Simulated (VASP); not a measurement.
A VASP calculation is set up with these files.

KPOINTS:
```
Automatic mesh
0
Gamma
 13 13 13
```

### POSCAR
```
Ge
1
    0.0000000000     2.8544500000     2.8544500000
    2.8544500000     0.0000000000     2.8544500000
    2.8544500000     2.8544500000     0.0000000000
Ge
2
Direct
  0.5000000000   0.5000000000   0.5000000000
  0.7500000000   0.7500000000   0.7500000000
```

**INCAR**
```
# general
SYSTEM  = Ge
PREC    = Accurate
ENCUT   = 300
LREAL   = .False.   # projection in real space or not
LASPH   = .True.

# electronic loop
EDIFF   = 1E-6
NELM    = 100
ALGO    = Normal   # blocked Davidson
LMAXMIX = 4

# smearing
ISMEAR  = -1   # Fermi-Dirac
SIGMA   = 0.05

# ions
ISIF    = 2

# output
LWAVE   = .False.
LCHARG  = .False.
```

POTCAR, in this order: Ge_d (LDA.64 set). Program: vasp_std.

**Question.** Write an equivalent input for Quantum ESPRESSO's pw.x.

**Answer.** One equivalent input (not run):
```
&CONTROL
  calculation = 'scf'
  pseudo_dir = './pseudo'
  outdir = './out'
  tprnfor = .true.
  tstress = .true.
/
&SYSTEM
  ibrav = 0
  nat = 2
  ntyp = 1
  ecutwfc = 78
  occupations = 'smearing'
  smearing = 'fermi-dirac'
  degauss = 0.003675
  input_dft = 'pz'
/
&ELECTRONS
  conv_thr = 7.3e-08
  electron_maxstep = 100
/
ATOMIC_SPECIES
  Ge 72.630 Ge.upf
CELL_PARAMETERS angstrom
     0.0000000    2.8544500    2.8544500
     2.8544500    0.0000000    2.8544500
     2.8544500    2.8544500    0.0000000
ATOMIC_POSITIONS crystal
  Ge   0.5000000  0.5000000  0.5000000
  Ge   0.7500000  0.7500000  0.7500000
K_POINTS automatic
  13 13 13 0 0 0
```
What does not carry over: the potentials are each code's own (VASP's PAW set, PseudoDojo norm-conserving files in pw.x), so ENCUT and ecutwfc are chosen apart and not converted; conv_thr bounds pw.x's estimated SCF error, while EDIFF bounds the energy change between steps.

The structure comes from a computed database's Ge entry; how it stands against other phases isn't given here. The cell was not relaxed at this level. The run is one of a series of settings (GGA removed, POTCAR Ge_d (LDA.64 set) against the base run), some of them coarse on purpose.
